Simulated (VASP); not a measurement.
Method: PBE GGA, VASP's PBE PAW potentials (set 64) (plane waves; VASP 6.6.1).

VASP ran on this input.

**POSCAR**
```
Na31Cl32
1
   11.3688618516     0.0000000000     0.0000000000
    0.0000000000    11.3688618516    -0.0000000000
   -0.0000000000    -0.0000000000    11.3688618516
Na Cl
31 32
Direct
  0.5000000000   0.0000000000   0.0000000000
  0.7500000000   0.2500000000   0.0000000000
  0.7500000000   0.0000000000   0.2500000000
  0.0000000000   0.0000000000   0.0000000000
  0.2500000000   0.2500000000   0.0000000000
  0.5000000000   0.5000000000   0.0000000000
  0.7500000000   0.7500000000   0.0000000000
  0.2500000000   0.0000000000   0.2500000000
  0.5000000000   0.2500000000   0.2500000000
  0.7500000000   0.5000000000   0.2500000000
  0.5000000000   0.0000000000   0.5000000000
  0.7500000000   0.2500000000   0.5000000000
  0.7500000000   0.0000000000   0.7500000000
  0.0000000000   0.5000000000   0.0000000000
  0.2500000000   0.7500000000   0.0000000000
  0.0000000000   0.2500000000   0.2500000000
  0.2500000000   0.5000000000   0.2500000000
  0.5000000000   0.7500000000   0.2500000000
  0.0000000000   0.0000000000   0.5000000000
  0.2500000000   0.2500000000   0.5000000000
  0.7500000000   0.7500000000   0.5000000000
  0.2500000000   0.0000000000   0.7500000000
  0.5000000000   0.2500000000   0.7500000000
  0.7500000000   0.5000000000   0.7500000000
  0.0000000000   0.7500000000   0.2500000000
  0.0000000000   0.5000000000   0.5000000000
  0.2500000000   0.7500000000   0.5000000000
  0.0000000000   0.2500000000   0.7500000000
  0.2500000000   0.5000000000   0.7500000000
  0.5000000000   0.7500000000   0.7500000000
  0.0000000000   0.7500000000   0.7500000000
  0.7500000000   0.2500000000   0.2500000000
  0.0000000000   0.5000000000   0.2500000000
  0.0000000000   0.2500000000   0.5000000000
  0.2500000000   0.2500000000   0.2500000000
  0.4990040000   0.4985410000   0.2501170000
  0.7500000000   0.7500000000   0.2500000000
  0.0000000000   0.0000000000   0.2500000000
  0.4962400000   0.2458510000   0.4969190000
  0.7504130000   0.5041430000   0.5035220000
  0.0000000000   0.7500000000   0.5000000000
  0.7500000000   0.2500000000   0.7500000000
  0.0000000000   0.5000000000   0.7500000000
  0.0000000000   0.2500000000   0.0000000000
  0.2500000000   0.7500000000   0.2500000000
  0.5000000000   0.0000000000   0.2500000000
  0.2510430000   0.4979200000   0.5015500000
  0.5009380000   0.7516920000   0.5003580000
  0.7500000000   0.0000000000   0.5000000000
  0.2500000000   0.2500000000   0.7500000000
  0.5010760000   0.5041520000   0.7514680000
  0.7500000000   0.7500000000   0.7500000000
  0.0000000000   0.0000000000   0.7500000000
  0.5000000000   0.2500000000   0.0000000000
  0.7500000000   0.5000000000   0.0000000000
  0.0000000000   0.7500000000   0.0000000000
  0.2500000000   0.0000000000   0.5000000000
  0.2500000000   0.7500000000   0.7500000000
  0.5000000000   0.0000000000   0.7500000000
  0.2500000000   0.5000000000   0.0000000000
  0.5000000000   0.7500000000   0.0000000000
  0.7500000000   0.0000000000   0.0000000000
  0.2500000000   0.0000000000   0.0000000000
```

### INCAR
```
# general
SYSTEM = Na31Cl32
PREC   = Normal
ENCUT  = 400   # plane-wave cut-off (eV)
LREAL  = Auto   # projection in real space or not
LASPH  = .TRUE.
ISYM   = 0
NELECT = 440.0

# electronic loop
EDIFF  = 1E-5   # SCF stop (eV)
NELM   = 100
NELMIN = 4
ALGO   = Fast   # Davidson, then RMM-DIIS

# smearing
ISMEAR = 0   # Gaussian
SIGMA  = 0.05   # width (eV)

# functional
GGA    = PE   # PBE

# ions
IBRION = 2   # conjugate gradients
NSW    = 60
ISIF   = 2
EDIFFG = -0.03

# output
LWAVE  = .FALSE.
LCHARG = .FALSE.
```

**KPOINTS**
```
Automatic mesh
0
Gamma
1 1 1
0 0 0
```

POTCAR, in this order: Na_pv Cl (PBE.64 set). Program: vasp_gam.

What VASP printed:

OSZICAR:
```
       N       E                     dE             d eps       ncg     rms          rms(c)
DAV:   1     0.587151766118E+04    0.58715E+04   -0.19794E+05   600   0.153E+03
DAV:   2     0.804857183222E+03   -0.50667E+04   -0.49186E+04   608   0.435E+02
DAV:   3    -0.124310783806E+03   -0.92917E+03   -0.91122E+03   608   0.202E+02
DAV:   4    -0.211859345011E+03   -0.87549E+02   -0.86766E+02   664   0.553E+01
DAV:   5    -0.214589565738E+03   -0.27302E+01   -0.27147E+01   664   0.104E+01    0.113E+01
RMM:   6    -0.209739300632E+03    0.48503E+01   -0.93141E+00   580   0.438E+00    0.762E+00
RMM:   7    -0.209533723272E+03    0.20558E+00   -0.87694E+00   595   0.363E+00    0.650E+00
RMM:   8    -0.209731713884E+03   -0.19799E+00   -0.16476E+00   694   0.226E+00    0.650E+00
RMM:   9    -0.209609274524E+03    0.12244E+00   -0.22078E-01   658   0.701E-01    0.503E+00
RMM:  10    -0.209774030569E+03   -0.16476E+00   -0.10000E+00   688   0.125E+00    0.272E+00
RMM:  11    -0.209833258111E+03   -0.59228E-01   -0.21374E-01   603   0.680E-01    0.384E+00
RMM:  12    -0.209694631521E+03    0.13863E+00   -0.68011E-02   625   0.398E-01    0.218E+00
RMM:  13    -0.209648381887E+03    0.46250E-01   -0.39215E-02   684   0.274E-01    0.156E+00
RMM:  14    -0.209623403703E+03    0.24978E-01   -0.20013E-02   681   0.171E-01    0.113E+00
RMM:  15    -0.209610555914E+03    0.12848E-01   -0.27626E-02   676   0.199E-01    0.483E-01
RMM:  16    -0.209609480834E+03    0.10751E-02   -0.98407E-03   649   0.132E-01    0.264E-01
RMM:  17    -0.209609111266E+03    0.36957E-03   -0.13997E-03   640   0.704E-02    0.138E-01
RMM:  18    -0.209608999364E+03    0.11190E-03   -0.52195E-04   569   0.404E-02    0.558E-02
RMM:  19    -0.209609165533E+03   -0.16617E-03   -0.26679E-04   499   0.324E-02    0.431E-02
RMM:  20    -0.209609142403E+03    0.23130E-04   -0.47419E-05   503   0.153E-02    0.158E-02
RMM:  21    -0.209609141230E+03    0.11732E-05   -0.14473E-05   336   0.842E-03
   1 F= -.20960914E+03 E0= -.20956731E+03  d E =-.209609E+03
       N       E                     dE             d eps       ncg     rms          rms(c)
DAV:   1    -0.209617656235E+03   -0.85138E-02   -0.19731E+00   584   0.214E+00    0.436E-01
RMM:   2    -0.209622648858E+03   -0.49926E-02   -0.53590E-02   676   0.466E-01    0.140E-01
RMM:   3    -0.209623792680E+03   -0.11438E-02   -0.97838E-03   664   0.202E-01    0.245E-01
RMM:   4    -0.209623414840E+03    0.37784E-03   -0.18928E-03   681   0.872E-02    0.141E-01
RMM:   5    -0.209623338497E+03    0.76343E-04   -0.11735E-04   515   0.214E-02    0.121E-01
RMM:   6    -0.209623288784E+03    0.49712E-04   -0.47878E-05   401   0.119E-02    0.107E-01
RMM:   7    -0.209623212861E+03    0.75923E-04   -0.33389E-04   501   0.179E-02    0.652E-02
RMM:   8    -0.209623212884E+03   -0.23349E-07   -0.18171E-04   544   0.151E-02    0.358E-02
RMM:   9    -0.209623207964E+03    0.49199E-05   -0.90259E-06   292   0.645E-03
   2 F= -.20962321E+03 E0= -.20958155E+03  d E =-.140667E-01
       N       E                     dE             d eps       ncg     rms          rms(c)
DAV:   1    -0.209609009412E+03    0.14203E-01   -0.17804E+01   584   0.635E+00    0.136E+00
RMM:   2    -0.209649229735E+03   -0.40220E-01   -0.43956E-01   658   0.140E+00    0.296E-01
RMM:   3    -0.209661268917E+03   -0.12039E-01   -0.11076E-01   692   0.666E-01    0.689E-01
RMM:   4    -0.209658893254E+03    0.23757E-02   -0.13531E-02   688   0.238E-01    0.467E-01
RMM:   5    -0.209658271549E+03    0.62171E-03   -0.11979E-03   614   0.651E-02    0.405E-01
RMM:   6    -0.209657773344E+03    0.49820E-03   -0.39270E-04   515   0.313E-02    0.352E-01
RMM:   7    -0.209657100689E+03    0.67266E-03   -0.34370E-03   635   0.538E-02    0.196E-01
RMM:   8    -0.209657109459E+03   -0.87704E-05   -0.11473E-03   627   0.373E-02    0.970E-02
RMM:   9    -0.209657092236E+03    0.17224E-04   -0.52825E-05   480   0.140E-02    0.770E-02
RMM:  10    -0.209657039120E+03    0.53115E-04   -0.39408E-04   569   0.219E-02    0.242E-02
RMM:  11    -0.209657030826E+03    0.82940E-05   -0.23033E-05   336   0.904E-03
   3 F= -.20965703E+03 E0= -.20961594E+03  d E =-.478896E-01
       N       E                     dE             d eps       ncg     rms          rms(c)
DAV:   1    -0.209483152270E+03    0.17389E+00   -0.71321E+01   568   0.124E+01    0.291E+00
RMM:   2    -0.209647636530E+03   -0.16448E+00   -0.18241E+00   657   0.298E+00    0.442E-01
RMM:   3    -0.209691455872E+03   -0.43819E-01   -0.46601E-01   695   0.143E+00    0.117E+00
RMM:   4    -0.209692311460E+03   -0.85559E-03   -0.62807E-02   688   0.494E-01    0.936E-01
RMM:   5    -0.209690802969E+03    0.15085E-02   -0.44378E-03   639   0.130E-01    0.834E-01
RMM:   6    -0.209688298269E+03    0.25047E-02   -0.22979E-03   503   0.713E-02    0.695E-01
RMM:   7    -0.209686394160E+03    0.19041E-02   -0.30717E-02   678   0.161E-01    0.211E-01
RMM:   8    -0.209686323821E+03    0.70339E-04   -0.64757E-04   608   0.591E-02    0.174E-01
RMM:   9    -0.209686033434E+03    0.29039E-03   -0.44489E-04   502   0.299E-02    0.123E-01
RMM:  10    -0.209685990677E+03    0.42757E-04   -0.19712E-03   652   0.471E-02    0.502E-02
RMM:  11    -0.209685911473E+03    0.79204E-04   -0.21071E-04   470   0.198E-02    0.663E-02
RMM:  12    -0.209685913453E+03   -0.19803E-05   -0.82226E-05   500   0.111E-02
   4 F= -.20968591E+03 E0= -.20964599E+03  d E =-.767722E-01
       N       E                     dE             d eps       ncg     rms          rms(c)
DAV:   1    -0.209685508355E+03    0.40312E-03   -0.16008E-01   592   0.589E-01    0.159E-01
RMM:   2    -0.209685874147E+03   -0.36579E-03   -0.41363E-03   663   0.132E-01    0.174E-02
RMM:   3    -0.209685950059E+03   -0.75912E-04   -0.82815E-04   601   0.591E-02    0.339E-02
RMM:   4    -0.209685954817E+03   -0.47585E-05   -0.13892E-04   467   0.235E-02    0.256E-02
RMM:   5    -0.209685950469E+03    0.43481E-05   -0.87416E-06   316   0.719E-03
   5 F= -.20968595E+03 E0= -.20964608E+03  d E =-.768092E-01
       N       E                     dE             d eps       ncg     rms          rms(c)
DAV:   1    -0.209684469742E+03    0.14851E-02   -0.13268E+00   560   0.192E+00    0.493E-01
RMM:   2    -0.209688406168E+03   -0.39364E-02   -0.43779E-02   654   0.462E-01    0.678E-02
RMM:   3    -0.209689292562E+03   -0.88639E-03   -0.98241E-03   670   0.213E-01    0.196E-01
RMM:   4    -0.209689269681E+03    0.22880E-04   -0.89348E-04   695   0.746E-02    0.155E-01
RMM:   5    -0.209689214115E+03    0.55566E-04   -0.67439E-05   483   0.182E-02    0.135E-01
RMM:   6    -0.209689116010E+03    0.98105E-04   -0.14138E-04   442   0.160E-02    0.952E-02
RMM:   7    -0.209689129969E+03   -0.13959E-04   -0.98166E-04   620   0.309E-02    0.337E-02
RMM:   8    -0.209689114352E+03    0.15617E-04   -0.20756E-05   421   0.113E-02    0.299E-02
RMM:   9    -0.209689100449E+03    0.13904E-04   -0.16109E-05   321   0.606E-03    0.237E-02
RMM:  10    -0.209689087251E+03    0.13198E-04   -0.10235E-04   518   0.106E-02    0.112E-02
RMM:  11    -0.209689086312E+03    0.93927E-06   -0.71672E-06   254   0.499E-03
   6 F= -.20968909E+03 E0= -.20964934E+03  d E =-.313584E-02
```

File OUTCAR:
```
------------------------ aborting loop because EDIFF is reached ----------------------------------------
  FORCE on cell =-STRESS in cart. coord.  units (eV):
  Direction    XX          YY          ZZ          XY          YZ          ZX
  --------------------------------------------------------------------------------------
  Total       -5.7803805     -5.7333474     -5.7578032      0.0288513      0.0255756      0.0124129
  in kB       -6.3025463     -6.2512645     -6.2779295      0.0314576      0.0278860      0.0135342
  external PRESSURE =      -6.2772468 kB  Pullay stress =       0.0000000 kB
  volume of cell :     1469.44
      direct lattice vectors                 reciprocal lattice vectors
    11.368861852  0.000000000  0.000000000     0.087959552  0.000000000  0.000000000
     0.000000000 11.368861852  0.000000000     0.000000000  0.087959552  0.000000000
     0.000000000  0.000000000 11.368861852     0.000000000  0.000000000  0.087959552
  FREE ENERGIE OF THE ION-ELECTRON SYSTEM (eV)
  ---------------------------------------------------
  free  energy   TOTEN  =      -209.6890863118 eV

  energy  without entropy=     -209.6095862158  energy(sigma->0) =     -209.64933626

 reached required accuracy - stopping structural energy minimisation
```
(Selected blocks of OUTCAR.)

CONTCAR:
```
Na31Cl32
   1.00000000000000
    11.3688618516000002    0.0000000000000000    0.0000000000000000
     0.0000000000000000   11.3688618516000002    0.0000000000000000
     0.0000000000000000    0.0000000000000000   11.3688618516000002
  Na              Cl
    31    32
Direct
     0.4999929742608745    0.9999906247488883    0.9999737385770829
     0.7500307936252202    0.2499430920220523    0.0000117755075475
     0.7499883573030097    0.0000015164467337    0.2499988642992645
     0.0000068360296754    0.9999804314913103    0.9999961818293132
     0.2499449427847625    0.2499325810415736    0.0000124734774357
     0.4999762797130231    0.5001343679331317    0.0003727999132999
     0.7500130835879326    0.7500548914832982    0.9999939756246753
     0.2500195890710615    0.0000006162571467    0.2500226299139369
     0.4997710162601592    0.2528381759768668    0.2527320621923219
     0.7464269755857730    0.5001364504915525    0.2540888638824193
     0.4998712498085319    0.9995011559087869    0.4998928539377744
     0.7457575701108353    0.2540598337395424    0.5000084661173620
     0.7500183704488133    0.0000282705733980    0.7500360788552681
     0.0000227277989871    0.5000040796328717    0.0000558431715685
     0.2499887785156705    0.7500286087026987    0.9999885824314689
     0.9999965022667924    0.2499002238881418    0.2499151329214536
     0.2532057160634604    0.4998255630614513    0.2536197462911682
     0.5000092351781005    0.7464078817102400    0.2534517292589371
     0.9999861574714132    0.9999799595853732    0.5000030095594322
     0.2525659206735408    0.2526391689331999    0.4999126264221284
     0.7468889232816175    0.7477219988930143    0.5001825304088650
     0.2499991505541405    0.0000119475445088    0.7500024524341258
     0.4998519737088515    0.2540744484646603    0.7458925255975892
     0.7469173894943224    0.5003703365571548    0.7475770829643545
     0.9999803821787194    0.7500685709015140    0.2499524010711379
     0.0002110377413679    0.5001149133532302    0.5002188500514505
     0.2536116079161350    0.7463164771053996    0.5000970484961225
     0.0000026936118652    0.2499519149810143    0.7500455921800732
     0.2536279729227670    0.5000917216855628    0.7470977917029642
     0.5001054751024819    0.7477053520822209    0.7467765332017622
     0.9999807684400863    0.7500477050298245    0.7500248171135270
     0.7505655506456482    0.2498892395856848    0.2499133499237332
     0.9999289888650381    0.4999916306482093    0.2498308059125276
     0.9995690274987963    0.2497174504912911    0.5000010799391628
     0.2489854840301012    0.2493940228899391    0.2490804320763143
     0.5001274762235595    0.5000094191673577    0.2429639305470654
     0.7504505202336270    0.7503478269448964    0.2494009369014003
     0.9999637502855858    0.9999760410186387    0.2500952265337011
     0.5000728080398331    0.2417045345871625    0.5000634416713942
     0.7572535716806176    0.5001092023815646    0.5002022495925483
     0.0004928785062264    0.7504785238316738    0.4999454321538172
     0.7500142865994722    0.2496592298204908    0.7501319299264857
     0.0002473208664311    0.4999365374791213    0.7506370545766711
     0.9999209970318592    0.2501291479044023    0.9999615200170499
     0.2495378268735716    0.7502519876845258    0.2497170979057895
     0.5000307642073272    0.9995908495901424    0.2490193121242737
     0.2432006081700611    0.5000213570784922    0.5001057139934252
     0.4998331020269757    0.7576304392611600    0.4998425988089262
     0.7507332994393671    0.0003134496088907    0.4999930426787392
     0.2497360886250099    0.2495811259169854    0.7507403602766405
     0.4999885510694385    0.5000805580525822    0.7576929574617598
     0.7508694019195149    0.7511481028732282    0.7509716853984183
     0.0000045720080348    0.0000727972710404    0.7498981251002785
     0.5000425136431202    0.2496045502445883    0.9996642931835341
     0.7505576206898560    0.4999258456347881    0.0003446770672543
     0.0000321211888211    0.7498568026521352    0.0000513072453142
     0.2489815684975549    0.9994900201769781    0.5000130332519398
     0.2493325005910126    0.7506039274583481    0.7504386086600046
     0.5000166870930670    0.0002308247700875    0.7507293296506893
     0.2494742583243547    0.4999969511289447    0.0000299073822949
     0.4999797310375905    0.7506478710592712    0.0004563169138515
     0.7499152388091863    0.0000816804044605    0.0000416815712081
     0.2500844337693482    0.9999641721565559    0.0000015021479578
```

The cell is charged, with a uniform compensating background. The supercell is sampled at Γ alone, which is coarse: total energies, pressure and levels can be off, energies of defects by several tenths of an eV.

The cell is a supercell with a defect, built from NaCl (rock salt): vac_Na, charge +1. The run is not spin-polarised, so no state with unpaired spins was tried.
